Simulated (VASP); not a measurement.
Method: PBE GGA with D3 dispersion (zero damping), VASP's PBE PAW potentials (set 64) (plane waves; VASP).

Input for VASP

KPOINTS:
```
K-points
0
gamma
  11 11 6
```

POSCAR:
```
Tm
1
    1.7700000000    -3.0657300000     0.0000000000
    1.7700000000     3.0657300000     0.0000000000
    0.0000000000     0.0000000000     5.5500000000
Tm
2
Direct
  0.3333330000   0.6666670000   0.2500000000
  0.6666670000   0.3333330000   0.7500000000
```

### INCAR
```
SYSTEM  =  Tm
PREC  =  Accurate; ENCUT  =  520; LREAL  =  .FALSE.
LASPH  =  .TRUE.
EDIFF  =  1E-6; NELM  =  100; ALGO  =  Normal
LMAXMIX  =  6
ISMEAR  =  1; SIGMA  =  0.1
GGA  =  PE; IVDW  =  11
IBRION  =  2; NSW  =  60; ISIF  =  3
EDIFFG  =  -0.01
LWAVE  =  .FALSE.; LCHARG  =  .FALSE.
```

POTCAR, in this order: Tm_3 (PBE.64 set). Program: vasp_std.

What VASP printed:

OSZICAR:
```
       N       E                     dE             d eps       ncg     rms          rms(c)
DAV:   1     0.671177135745E+02    0.67118E+02   -0.84604E+03  1664   0.131E+03
DAV:   2    -0.433783877722E+01   -0.71456E+02   -0.70347E+02  1687   0.409E+02
DAV:   3    -0.883177515225E+01   -0.44939E+01   -0.42298E+01  2701   0.627E+01
DAV:   4    -0.894608379340E+01   -0.11431E+00   -0.11278E+00  2629   0.847E+00
DAV:   5    -0.894752710142E+01   -0.14433E-02   -0.14428E-02  2408   0.841E-01    0.237E+01
DAV:   6    -0.894302297825E+01    0.45041E-02   -0.32660E-02  2571   0.217E+00    0.141E+01
DAV:   7    -0.895622372320E+01   -0.13201E-01   -0.57731E-02  2484   0.282E+00    0.381E-01
DAV:   8    -0.895598228520E+01    0.24144E-03   -0.33014E-03  2167   0.519E-01    0.926E-02
DAV:   9    -0.895599717171E+01   -0.14887E-04   -0.25025E-04  2682   0.168E-01    0.298E-02
DAV:  10    -0.895599020152E+01    0.69702E-05   -0.27197E-05  2354   0.478E-02    0.380E-02
DAV:  11    -0.895599084778E+01   -0.64626E-06   -0.25799E-06  1710   0.162E-02
   1 F= -.95601040E+01 E0= -.95609651E+01  d E =-.956010E+01
       N       E                     dE             d eps       ncg     rms          rms(c)
DAV:   1    -0.907010122634E+01   -0.11411E+00   -0.29785E+00  1728   0.208E+01    0.246E+00
DAV:   2    -0.897802160733E+01    0.92080E-01   -0.25509E-01  1999   0.601E+00    0.110E+00
DAV:   3    -0.893163370164E+01    0.46388E-01   -0.92440E-02  2480   0.332E+00    0.395E-01
DAV:   4    -0.893143980814E+01    0.19389E-03   -0.56430E-03  2278   0.774E-01    0.290E-01
DAV:   5    -0.893170516431E+01   -0.26536E-03   -0.88045E-04  2272   0.299E-01    0.239E-02
DAV:   6    -0.893169171909E+01    0.13445E-04   -0.52573E-05  2623   0.681E-02    0.138E-02
DAV:   7    -0.893168570029E+01    0.60188E-05   -0.43993E-06  1629   0.189E-02    0.139E-03
DAV:   8    -0.893168538159E+01    0.31870E-06   -0.31319E-07   982   0.867E-03
   2 F= -.95745109E+01 E0= -.95754185E+01  d E =-.144069E-01
       N       E                     dE             d eps       ncg     rms          rms(c)
DAV:   1    -0.893944526915E+01   -0.77596E-02   -0.49166E-02  1749   0.267E+00    0.322E-01
DAV:   2    -0.893791677297E+01    0.15285E-02   -0.42293E-03  1999   0.793E-01    0.142E-01
DAV:   3    -0.893715138790E+01    0.76539E-03   -0.15261E-03  2480   0.424E-01    0.486E-02
DAV:   4    -0.893714552566E+01    0.58622E-05   -0.95376E-05  2362   0.101E-01    0.357E-02
DAV:   5    -0.893714763671E+01   -0.21111E-05   -0.14241E-05  2272   0.376E-02    0.300E-03
DAV:   6    -0.893714770087E+01   -0.64152E-07   -0.54651E-07   900   0.843E-03
   3 F= -.95748564E+01 E0= -.95757167E+01  d E =-.147523E-01
       N       E                     dE             d eps       ncg     rms          rms(c)
DAV:   1    -0.893788023647E+01   -0.73260E-03   -0.88961E-04  1704   0.362E-01    0.446E-02
DAV:   2    -0.893785198166E+01    0.28255E-04   -0.79674E-05  2004   0.110E-01    0.196E-02
DAV:   3    -0.893783791440E+01    0.14067E-04   -0.27517E-05  2488   0.570E-02    0.640E-03
DAV:   4    -0.893783763046E+01    0.28395E-06   -0.14716E-06  1007   0.142E-02
   4 F= -.95748523E+01 E0= -.95757072E+01  d E =-.147483E-01
       N       E                     dE             d eps       ncg     rms          rms(c)
DAV:   1    -0.894001934948E+01   -0.21814E-02   -0.68421E-02  1754   0.208E+00    0.204E-01
DAV:   2    -0.893911048126E+01    0.90887E-03   -0.25540E-03  2566   0.693E-01    0.120E-01
DAV:   3    -0.893860696783E+01    0.50351E-03   -0.56215E-04  2518   0.234E-01    0.547E-02
DAV:   4    -0.893860946729E+01   -0.24995E-05   -0.95282E-05  2405   0.808E-02    0.259E-02
DAV:   5    -0.893860940024E+01    0.67054E-07   -0.27600E-06  1293   0.188E-02
   5 F= -.95755948E+01 E0= -.95764750E+01  d E =-.742429E-03
       N       E                     dE             d eps       ncg     rms          rms(c)
DAV:   1    -0.893983759002E+01   -0.12281E-02   -0.54720E-02  1749   0.186E+00    0.184E-01
DAV:   2    -0.893911550953E+01    0.72208E-03   -0.20372E-03  2560   0.620E-01    0.106E-01
DAV:   3    -0.893871245773E+01    0.40305E-03   -0.45581E-04  2534   0.210E-01    0.450E-02
DAV:   4    -0.893871464972E+01   -0.21920E-05   -0.75967E-05  2387   0.719E-02    0.217E-02
DAV:   5    -0.893871461892E+01    0.30794E-07   -0.20906E-06  1179   0.165E-02
   6 F= -.95757195E+01 E0= -.95766320E+01  d E =-.867147E-03
       N       E                     dE             d eps       ncg     rms          rms(c)
DAV:   1    -0.893880595530E+01   -0.91306E-04   -0.30746E-03  1759   0.443E-01    0.443E-02
DAV:   2    -0.893876513965E+01    0.40816E-04   -0.11458E-04  2529   0.147E-01    0.247E-02
DAV:   3    -0.893874175828E+01    0.23381E-04   -0.25996E-05  2526   0.499E-02    0.104E-02
DAV:   4    -0.893874190726E+01   -0.14898E-06   -0.40836E-06  1438   0.169E-02
   7 F= -.95757382E+01 E0= -.95766433E+01  d E =-.885902E-03
```

File OUTCAR:
```
------------------------ aborting loop because EDIFF is reached ----------------------------------------
 Edisp (eV)   -0.63700
  FORCE on cell =-STRESS in cart. coord.  units (eV):
  Direction    XX          YY          ZZ          XY          YZ          ZX
  --------------------------------------------------------------------------------------
  Total      -0.01259    -0.01259    -0.00720     0.00000    -0.00000     0.00000
  in kB      -0.34866    -0.34866    -0.19939     0.00000    -0.00000     0.00000
  external pressure =       -0.30 kB  Pullay stress =        0.00 kB
  volume of cell :       57.85
      direct lattice vectors                 reciprocal lattice vectors
     1.756344708 -3.042078339  0.000000000     0.284682157 -0.164361316  0.000000000
     1.756344708  3.042078339 -0.000000000     0.284682157  0.164361316  0.000000000
    -0.000000000 -0.000000000  5.413616092     0.000000000  0.000000000  0.184719415
 POSITION                                       TOTAL-FORCE (eV/Angst)
 -----------------------------------------------------------------------------------
      1.75634      1.01403      1.35340         0.000000      0.000000      0.000000
      1.75634     -1.01403      4.06021        -0.000000     -0.000000      0.000000
 -----------------------------------------------------------------------------------
    total drift:                               -0.000001      0.000068     -0.000012
  FREE ENERGIE OF THE ION-ELECTRON SYSTEM (eV)
  ---------------------------------------------------
  free  energy   TOTEN  =        -9.5757382230 eV

  energy  without entropy=       -9.5784535129  energy(sigma->0) =       -9.57664332

 reached required accuracy - stopping structural energy minimisation
```
(Selected blocks of OUTCAR.)

File CONTCAR:
```
Tm
   1.00000000000000
     1.7563447083328096   -3.0420783393871056    0.0000000000000000
     1.7563447083328096    3.0420783393871056   -0.0000000000000000
    -0.0000000000000000   -0.0000000000000000    5.4136160918262854
  Tm
     2
Direct
     0.3333330000000032    0.6666669999999968    0.2500000000000000
     0.6666669999999968    0.3333330000000032    0.7500000000000000
```

The 4f electrons are frozen in the core of the lanthanide potential, so 4f levels, which can set the real gap, and their magnetism are missing. Energy and stress use the plane-wave basis of the starting cell.

The compound is Tm in the hcp structure. This run relaxes it. Symmetry was kept, so distortions that lower it aren't found.
